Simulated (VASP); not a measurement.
Level of theory: PBE GGA, VASP's PBE PAW potentials (set 64) (plane waves; VASP).

VASP input:

KPOINTS:
```
Automatic mesh
0
Gamma
7 7 7
0 0 0
```

### POSCAR
```
KBr
1
    0.0000000000     3.3506392248     3.3506392248
    3.3506392248     0.0000000000     3.3506392248
    3.3506392248     3.3506392248     0.0000000000
K Br
1 1
Direct
  0.0000000000   0.0000000000   0.0000000000
  0.5000000000   0.5000000000   0.5000000000
```

INCAR:
```
SYSTEM = KBr
PREC = Accurate
ENCUT = 500
EDIFF = 1E-6
NELM = 100
ALGO = Normal
LREAL = .FALSE.
LASPH = .TRUE.
ISMEAR = 0
SIGMA = 0.05
GGA = PE
LMAXMIX = 4
LWAVE = .FALSE.
LCHARG = .FALSE.
IBRION = 2
ISIF = 3
NSW = 40
EDIFFG = -0.02
PSTRESS = 50
```

POTCAR, in this order: K_sv Br (PBE.64 set). Program: vasp_std.

Q: What will the output report for the number of irreducible k-points (NKPTS), largest plane-wave count, number of space-group operations, FFT grid (NGX, NGY, NGZ)?

A: 
```json
{
 "number of irreducible k-points (NKPTS)": "20",
 "largest_plane_wave_count": "1923",
 "number_of_space_group_operations": "48",
 "FFT grid (NGX, NGY, NGZ)": "36 × 36 × 36"
}
```

The compound is KBr in the rock salt structure. This run relaxes it under an external pressure of 5 GPa. Symmetry was kept, so distortions that lower it aren't found.
